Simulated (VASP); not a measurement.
Computed with PBEsol GGA, VASP's PBE PAW potentials (set 64) (plane waves; VASP).

VASP input:

**KPOINTS**
```
Automatic
0
gamma
 6 6 6
0 0 0
```

File POSCAR:
```
SrTe
4.7478880
  0.0000000000   0.6965808678   0.7174782939
  0.6965808678   0.0000000000   0.7174782939
  0.6965808678   0.6965808678   0.0000000000
Sr Te
1 1
Cartesian
  0.0000000000   0.0000000000   0.0000000000
  0.6965808678   0.6965808678   0.7174782939
```

### INCAR
```
# general
SYSTEM   =  SrTe
PREC     =  Accurate
ENCUT    =  480
LREAL    =  .False.
LASPH    =  .True.

# electronic loop
EDIFF    =  1E-7
NELM     =  100
ALGO     =  Normal
LMAXMIX  =  4

# smearing
ISMEAR   =  0
SIGMA    =  0.05

# functional
GGA      =  PS

# ions
ISIF     =  2

# output
LWAVE    =  .False.
LCHARG   =  .False.
```

POTCAR, in this order: Sr_sv Te (PBE.64 set). Program: vasp_std.

### Question
Predict the energy per atom (σ→0).

### Answer

- energy per atom (σ→0) = -4409 meV/atom

OSZICAR:
```
...
DAV:   6    -0.882641167295E+01    0.10811E+00   -0.18912E-01   904   0.254E+00    0.940E+00
DAV:   7    -0.881940715660E+01    0.70045E-02   -0.20259E-01   996   0.302E+00    0.889E-01
DAV:   8    -0.881762097137E+01    0.17862E-02   -0.26445E-02   888   0.820E-01    0.273E-01
DAV:   9    -0.881777747533E+01   -0.15650E-03   -0.89266E-04   960   0.240E-01    0.959E-02
DAV:  10    -0.881786077471E+01   -0.83299E-04   -0.86635E-05   932   0.670E-02    0.182E-02
DAV:  11    -0.881786801423E+01   -0.72395E-05   -0.88752E-06   984   0.217E-02    0.210E-02
DAV:  12    -0.881786810469E+01   -0.90458E-07   -0.82816E-07  1092   0.605E-03
   1 F= -.88178681E+01 E0= -.88178681E+01  d E =-.113078E-19
```

The compound is SrTe in the rock salt structure. This cell was strained or had an atom moved on purpose.
